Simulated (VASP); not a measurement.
Input for VASP

KPOINTS:
```
Automatic
0
gamma
  4 4 6
0 0 0
```

INCAR:
```
! general
SYSTEM  = PbO2
PREC    = Accurate
ENCUT   = 520
LREAL   = .FALSE.
LASPH   = .TRUE.

! electronic loop
EDIFF   = 1E-6
NELM    = 100
ALGO    = Normal
LMAXMIX = 4

! smearing
ISMEAR  = 0
SIGMA   = 0.05

! functional
GGA     = PS

! ions
IBRION  = 2
NSW     = 60
ISIF    = 3
EDIFFG  = -0.02

! output
LWAVE   = .FALSE.
LCHARG  = .FALSE.
```

POSCAR:
```
PbO2
1
    4.9936779014     0.0000000000     0.0000000000
    0.0000000000     4.9936779014     0.0000000000
    0.0000000000     0.0000000000     3.4168354435
Pb O
2 4
Direct
  1.0000000000   0.0000000000   0.0000000000
  0.5000000000   0.5000000000   0.5000000000
  0.3074101816   0.3074101816   1.0000000000
  0.8074101816   0.1925898184   0.5000000000
  0.1925898184   0.8074101816   0.5000000000
  0.6925898184   0.6925898184   0.0000000000
```

POTCAR, in this order: Pb_d O (PBE.64 set). Program: vasp_std.

### Question
Write an equivalent input for Quantum ESPRESSO's pw.x.

### Answer
One equivalent input (not run):
```
&CONTROL
  calculation = 'vc-relax'
  pseudo_dir = './pseudo'
  outdir = './out'
  tprnfor = .true.
  tstress = .true.
  nstep = 60
  forc_conv_thr = 0.00078
/
&SYSTEM
  ibrav = 0
  nat = 6
  ntyp = 2
  ecutwfc = 84
  occupations = 'smearing'
  smearing = 'gaussian'
  degauss = 0.003675
  input_dft = 'pbesol'
/
&ELECTRONS
  conv_thr = 7.3e-08
  electron_maxstep = 100
/
&IONS
/
&CELL
/
ATOMIC_SPECIES
  Pb 207.200 Pb.upf
  O 15.999 O.upf
CELL_PARAMETERS angstrom
     4.9936779    0.0000000    0.0000000
     0.0000000    4.9936779    0.0000000
     0.0000000    0.0000000    3.4168354
ATOMIC_POSITIONS crystal
  Pb   1.0000000  0.0000000  0.0000000
  Pb   0.5000000  0.5000000  0.5000000
  O    0.3074102  0.3074102  1.0000000
  O    0.8074102  0.1925898  0.5000000
  O    0.1925898  0.8074102  0.5000000
  O    0.6925898  0.6925898  0.0000000
K_POINTS automatic
  4 4 6 0 0 0
```
Limits of the translation: the potentials are each code's own (VASP's PAW set, PseudoDojo norm-conserving files in pw.x), so ENCUT and ecutwfc are chosen apart and not converted; conv_thr bounds pw.x's estimated SCF error, while EDIFF bounds the energy change between steps; forc_conv_thr acts on force components and is met together with etot_conv_thr.

The compound is PbO2 in the rutile structure. It was relaxed first. The start is the result of an earlier pass.
